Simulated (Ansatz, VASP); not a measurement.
# Sb in two plane-wave programs, part 2 of 2

One calculation is typed for both programs; each brings its own data sets. How far apart do they land? The cell is taken from a series of runs on this material, whose earlier steps may have relaxed, scaled, displaced or heated it; both programs get it as it stands.

VASP 6.6.1 and Ansatz 0.2.0.

So far: Set-up; VASP: single point, PBEsol, pair 1; Ansatz: single point, PBEsol, pair 1; Differences; Other set-ups; Ansatz: single point, PBEsol, pair 2.

## (7) VASP: single point, PBEsol, pair 2

Level of this step: PBEsol; plane waves and PAW (Sb) (VASP).

The same cell, functional, mesh and smearing now go to VASP, with its own data sets.

INCAR

```
SYSTEM = Sb
PREC = Accurate
ENCUT = 400
EDIFF = 1E-06
NELM = 120
ISMEAR = -1
SIGMA = 0.02
LREAL = .FALSE.
ALGO = Normal
GGA = PS
NBANDS = 16
LORBIT = 11
LWAVE = .FALSE.
LCHARG = .FALSE.
ISIF = 2
LDIPOL = .TRUE.
IDIPOL = 3
DIPOL = 0.5 0.5 0.5
LVHAR = .TRUE.
LASPH = .TRUE.
GGA_COMPAT = .FALSE.
EFERMI = MIDGAP
NELMDL = -8
KPAR = 2
```

POSCAR

```
Sb
1.0
    4.0662163272      0.0000000000      0.0000000000
   -2.0331081636      3.5214466366      0.0000000000
    0.0000000000      0.0000000000     34.7000000000
Sb
4
Direct
    0.3333333333      0.6666666667      0.4633959200
    0.6666666667      0.3333333333      0.4167888745
    0.3333333333      0.6666666667      0.5832111255
    0.0000000000      0.0000000000      0.5361638371
```

KPOINTS

```
Automatic mesh
0
Gamma
6 6 1
0 0 0
```

Potentials, in the order of the species: Sb (PBE family, release 64).

The run is started by

```console
> mpirun -np 2 vasp_std
```

Numbers of over 12 decimals in the logs are rounded to 6 here.

The log of the run:

```text
[banner, memory and clock lines left out]
running    2 mpi-ranks, on    1 nodes
[...]
[... a notice as in an earlier step ...]

 LDA part: xc-table for (Slater+PW92), standard interpolation
 POSCAR, INCAR and KPOINTS ok, starting setup
[...]
entering main loop
       N       E                     dE             d eps       ncg     rms          rms(c)
DAV:   1     0.111209432959E+03    0.11121E+03   -0.47923E+03   224   0.662E+02
DAV:   2    -0.704050131229E+01   -0.11825E+03   -0.11240E+03   352   0.132E+02
DAV:   3    -0.174727597223E+02   -0.10432E+02   -0.10397E+02   304   0.466E+01
DAV:   4    -0.177286614016E+02   -0.25590E+00   -0.25576E+00   336   0.894E+00
[...]
DAV:  23    -0.176218268831E+02   -0.35272E-05   -0.13141E-07   232   0.100E-03    0.172E-04
DAV:  24    -0.176218291173E+02   -0.22342E-05   -0.37774E-08   208   0.585E-04    0.831E-05
DAV:  25    -0.176218299176E+02   -0.80031E-06   -0.11564E-08   168   0.300E-04
   1 F= -.17621830E+02 E0= -.17621826E+02  d E =-.760803E-05
```

OUTCAR, selected parts (step 7):

```text
  Total        1.4397465      1.4397465      0.9798109      0.0000000      0.0000000      0.0000000
  in kB        4.6425388      4.6425388      3.1594521      0.0000000      0.0000000      0.0000000
  external PRESSURE =       4.1481766 kB  Pullay stress =       0.0000000 kB

 POSITION                                       TOTAL-FORCE (eV/Angst)
 -----------------------------------------------------------------------------------
     -0.00000      2.34763     16.07984         0.000000      0.000000      0.056240
      2.03311      1.17382     14.46257         0.000000     -0.000000     -0.195380
     -0.00000      2.34763     20.23743         0.000000      0.000000      0.198536
      0.00000      0.00000     18.60489        -0.000000      0.000000     -0.059396
 -----------------------------------------------------------------------------------
    total drift:                               -0.000000     -0.000000      0.000075

  FREE ENERGIE OF THE ION-ELECTRON SYSTEM (eV)
  ---------------------------------------------------
  free  energy   TOTEN  =       -17.6218299176 eV

  energy  without entropy=      -17.6218223096  energy(sigma->0) =      -17.62182611

[... 3 further parts left out ...]
[key lines of the parts left out:]
E-fermi :  -1.4423
```

## (8) Differences

What differs besides the data sets and the points named for the pairs above, as far as they apply: the data sets hold 60 valence electrons in Ansatz (on its PAW soft_1 files) and 20 in VASP. Total energies have different zeros and are not compared.

Both answers:

| quantity | Ansatz | VASP | difference |
| --- | --- | --- | --- |
| gap on the k mesh (eV) | 0.431 | 0.395 | +0.036 |

Forces (eV/Å; atoms numbered as in POSCAR):

| atom | Ansatz x, y, z | VASP x, y, z |
| --- | --- | --- |
| Sb1 | 0.000, 0.000, -0.056 | 0.000, 0.000, 0.056 |
| Sb2 | 0.000, 0.000, -0.094 | 0.000, 0.000, -0.195 |
| Sb3 | 0.000, 0.000, 0.102 | 0.000, 0.000, 0.199 |
| Sb4 | 0.000, 0.000, 0.047 | 0.000, 0.000, -0.059 |

The forces differ by 60 meV/Å r.m.s., which is 71.8 % of the r.m.s. force of 0.084 eV/Å (both taken over all components). A gap on the mesh is an upper bound, since the band edges may lie between its points. With vacuum in the cell, a pressure given here is an average over mostly empty space and none of the material.

## (9) VASP: single point, PBEsol, pair 3

A single point gives forces, pressure and levels at one fixed geometry, so differences don't come from the geometry; what else differs is listed under the comparison.

INCAR is that of step 7.

POSCAR

```
Sb
1.0
    4.0103421423      0.0000000000      0.0000000000
   -2.0051710711      3.4730581731      0.0000000000
    0.0000000000      0.0000000000     37.4000000000
Sb
4
Direct
    0.3333333333      0.6666666667      0.4487071665
    0.6666666667      0.3333333333      0.4047697972
    0.6666666667      0.3333333333      0.5952302028
    0.3333333333      0.6666666667      0.5512928335
```

KPOINTS is that of step 7.

The run is started by

```console
> mpirun -np 2 vasp_std
```

The log of the run:

```text
[... set-up lines as in an earlier step ...]
 entering main loop
       N       E                     dE             d eps       ncg     rms          rms(c)
DAV:   1     0.109653045648E+03    0.10965E+03   -0.47050E+03   224   0.659E+02
DAV:   2    -0.698207250490E+01   -0.11664E+03   -0.11111E+03   376   0.124E+02
DAV:   3    -0.173022898199E+02   -0.10320E+02   -0.10260E+02   320   0.466E+01
DAV:   4    -0.175377836814E+02   -0.23549E+00   -0.23536E+00   336   0.870E+00
[...]
DAV:  21    -0.174076952986E+02   -0.38277E-05   -0.10505E-07   208   0.767E-04    0.874E-05
DAV:  22    -0.174076966505E+02   -0.13519E-05   -0.34029E-08   160   0.386E-04    0.647E-05
DAV:  23    -0.174076975796E+02   -0.92910E-06   -0.27608E-08   168   0.300E-04
   1 F= -.17407698E+02 E0= -.17407698E+02  d E =-.236567E-08
```

OUTCAR, selected parts (step 9):

```text
  Total        1.2591409      1.2591409      1.1540411      0.0000000     -0.0000000     -0.0000000
  in kB        3.8727532      3.8727532      3.5494967      0.0000000     -0.0000000     -0.0000000
  external PRESSURE =       3.7650010 kB  Pullay stress =       0.0000000 kB

 POSITION                                       TOTAL-FORCE (eV/Angst)
 -----------------------------------------------------------------------------------
     -0.00000      2.31537     16.78165        -0.000000     -0.000000      0.056876
      2.00517      1.15769     15.13839         0.000000      0.000000     -0.194120
      2.00517      1.15769     22.26161         0.000000      0.000000      0.194120
     -0.00000      2.31537     20.61835        -0.000000     -0.000000     -0.056876
 -----------------------------------------------------------------------------------
    total drift:                               -0.000000      0.000000     -0.000000

  FREE ENERGIE OF THE ION-ELECTRON SYSTEM (eV)
  ---------------------------------------------------
  free  energy   TOTEN  =       -17.4076975796 eV

  energy  without entropy=      -17.4076975772  energy(sigma->0) =      -17.40769758

[... 2 parts as in an earlier step ...]

[... 1 further part left out ...]
[key lines of the parts left out:]
E-fermi :  -1.7160
```

## (10) Ansatz: single point, PBEsol, pair 3

The same cell, functional, mesh and smearing now go to Ansatz, which takes its cutoff from its data sets.

The cell is taken from a series of runs on this material, whose earlier steps may have relaxed, scaled, displaced or heated it; both programs get it as it stands.

input.yaml

```yaml
crystal:
  lattice:
    - [4.0103421423, 0.0, 0.0]
    - [-2.0051710711, 3.4730581731, 0.0]
    - [0.0, 0.0, 37.4]
  atoms:
    - { symbol: Sb, position: [0.3333333333, 0.6666666667, 0.4487071665] }
    - { symbol: Sb, position: [0.6666666667, 0.3333333333, 0.4047697972] }
    - { symbol: Sb, position: [0.6666666667, 0.3333333333, 0.5952302028] }
    - { symbol: Sb, position: [0.3333333333, 0.6666666667, 0.5512928335] }
  periodic: [true, true, false]
kpoints:
  mp_grid: { grid: [6, 6, 1] }
  band_path:
    path:
      - [0, 0, 0]
      - [0.5, 0, 0]
      - [0.3333333333333, 0.3333333333333, 0]
      - [0, 0, 0]
    npoints: 10
hamiltonian:
  xc: pbesol
  pseudopotentials: { kind: paw, azcp: { folder: soft_1 }, xc_functional: pbe }
scf:
  occupations: { method: fermi_dirac, width: 0.02 }
  n_extra_bands: 5
output:
  eigenvalues: true
  forces: true
  stress: true
  write_density: true
  write_potential: true
  elf: true
  volumetric_format: npy
```

The run is started by

```console
> ansatz run input.yaml --threads 4 --pin off --max-ram 17510MiB --backend cpu --events-out ev --progress --plain --runs-dir out
```

The log of the run:

```text
[...]
Crystal: 4 atoms, lattice volume = 520.913 Å³
Basis set: ecut = 420 eV, 10229 PW (Γ), exchange–correlation on 54×54×500 points (8 copies of the dense FFT grid, shifted against one another)
Bands: 35, of which v1, the nominal top of the filled ones, is band 30 counted from 1 (29 counted from 0)
Symmetry: 12 space group operations
[...]
k-points: 7 of 36 (time reversal used)
[...]
k-point 0: bands = [... 26 lower, -4.7325, -4.7325, -4.6582, -4.6582, -3.0935, -2.6086, -1.9601, -1.9601, ... 1 higher]
  k-point 1: bands = [... 26 lower, -6.0811, -5.3448, -5.2711, -4.8381, -3.1264, -2.8016, -1.4910, -1.4347, ... 1 higher]
  k-point 2: bands = [... 26 lower, -6.1974, -6.1414, -6.0683, -5.3929, -3.9510, -3.2320, -2.0862, -1.3666, ... 1 higher]
  k-point 6: bands = [... 26 lower, -7.3253, -6.8899, -6.6992, -6.3364, -3.8609, -3.2821, -1.7860, -1.7309, ... 1 higher]
[key lines of the parts left out:]
SCF converged after 8 iterations
Free energy (F): -25631.863470 eV
Fermi energy:    -4.315382 eV
P = ½ c Tr σ = 1.2429 N/m
```

## (11) Side by side

What differs besides the data sets and the points named for the pairs above, as far as they apply: the data sets hold 60 valence electrons in Ansatz (on its PAW soft_1 files) and 20 in VASP. Total energies have different zeros and are not compared.

Compared:

| quantity | Ansatz | VASP | difference |
| --- | --- | --- | --- |
| gap on the k mesh (eV) | 0.707 | 0.718 | -0.011 |

Forces (eV/Å; atoms numbered as in POSCAR):

| atom | Ansatz x, y, z | VASP x, y, z |
| --- | --- | --- |
| Sb1 | 0.000, 0.000, -0.067 | 0.000, 0.000, 0.057 |
| Sb2 | 0.000, 0.000, -0.072 | 0.000, 0.000, -0.194 |
| Sb3 | 0.000, 0.000, 0.072 | 0.000, 0.000, 0.194 |
| Sb4 | 0.000, 0.000, 0.067 | 0.000, 0.000, -0.057 |

The forces differ by 71 meV/Å r.m.s., which is 86.0 % of the r.m.s. force of 0.083 eV/Å (both taken over all components). A gap on the mesh is an upper bound, since the band edges may lie between its points. With vacuum in the cell, a pressure given here is an average over mostly empty space and none of the material.

## (12) Results

| Item | Value |
| --- | --- |
| r.m.s. force difference (single point, PBEsol, pair 1) | 71 meV/Å |
| r.m.s. force difference (single point, PBEsol, pair 2) | 60 meV/Å |
| r.m.s. force difference (single point, PBEsol, pair 3) | 71 meV/Å |

What this shows: The r.m.s. force difference is 71 meV/Å (single point, PBEsol, pair 3), beyond the 12 meV/Å picked in this series as the mark of a large difference. The data sets hold unlike numbers of valence electrons (60 in Ansatz and 20 in VASP), so part of the differences comes from the potentials. Single point, PBEsol, pair 1, VASP with the data sets Sb_d_GW: r.m.s. force difference goes from 71 to 6.7 meV/Å; the difference in gap on the k mesh goes from -0.011 to -0.0024 eV. What causes the difference of the single point, PBEsol, pair 2 pair stays open here. What causes the difference of the single point, PBEsol, pair 3 pair stays open here. 2 further runs of this series are not shown here. Such differences can come from data sets, numerical settings and the points named under the comparisons, not from the functional's error against experiment.

[Lines on the potential files, build, host, timing and source positions are cut from VASP's logs without a mark.]

[Logs are printed without paths, hosts, clocks, repeated set-up lines and the standing remarks that a program may print on its own settings, such as how far it seeks lower states.]

[Hosts, paths, dates, database ids (printed as entryN), source tags and the programs' standing remarks are cut or masked in the printed files.]
